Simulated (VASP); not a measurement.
An input for Ansatz (written as the equivalent of a VASP run, and not itself run):

Ansatz 0.2 input:
```yaml
crystal:
  lattice:
    - [1.1329042, -1.9622475, 0.0000000]
    - [1.1329042, 1.9622475, 0.0000000]
    - [0.0000000, 0.0000000, 3.5612627]
  atoms:
    - { symbol: Be, position: [0.3333330, 0.6666670, 0.2500000] }
    - { symbol: Be, position: [0.6666670, 0.3333330, 0.7500000] }
kpoints:
  mp_grid: { grid: [18, 18, 10] }
hamiltonian:
  xc: r2scan
  pseudopotentials: { kind: paw }
scf:
  occupations: { method: methfessel_paxton, width: 0.1 }
  max_iter: 100
relax:
  max_steps: 40
  f_tol: 0.01
  cell: { p_target: 10 }
output: { forces: true, stress: true, eigenvalues: true }
```

Q: Write the VASP files for the same calculation (r2SCAN).

A: This is not unique; one that fits is 
### INCAR
```
LWAVE=.False.
LASPH=.True.   # aspherical one-centre terms
ISIF=3
ENCUT=480   # plane-wave cut-off (eV)
ALGO=Normal
PREC=Accurate
METAGGA=R2SCAN
SYSTEM=Be
IBRION=2   # conjugate gradients
SIGMA=0.1   # width (eV)
ISMEAR=1   # Methfessel-Paxton
PSTRESS=100   # kbar
LCHARG=.False.
EDIFFG=-0.01   # ionic stop
LREAL=.False.   # projection in real space or not
LMIXTAU=.True.
NSW=40   # most ionic steps
NELM=100   # most electronic steps
EDIFF=1E-7   # SCF stop (eV)
```

**KPOINTS**
```
kpoints
0
Gamma
18 18 10
0 0 0
```

### POSCAR
```
Be
1
    1.1329041964    -1.9622474592     0.0000000000
    1.1329041964     1.9622474592     0.0000000000
    0.0000000000     0.0000000000     3.5612626566
Be
2
Direct
  0.3333330000   0.6666670000   0.2500000000
  0.6666670000   0.3333330000   0.7500000000
```

POTCAR, in this order: Be (PBE.64 set). Program: vasp_std.

Limits of the translation: each code has its own PAW files, so the cut-off isn't converted (ENCUT is set for VASP's; basis.ecutwfc is left out, and Ansatz then takes the one that its files recommend); Ansatz stops its SCF on the density residual and VASP on the energy change (EDIFF).

The compound is Be in the hcp structure. This run relaxes it under an external pressure of 10 GPa. Symmetry was kept, so distortions that lower it aren't found.
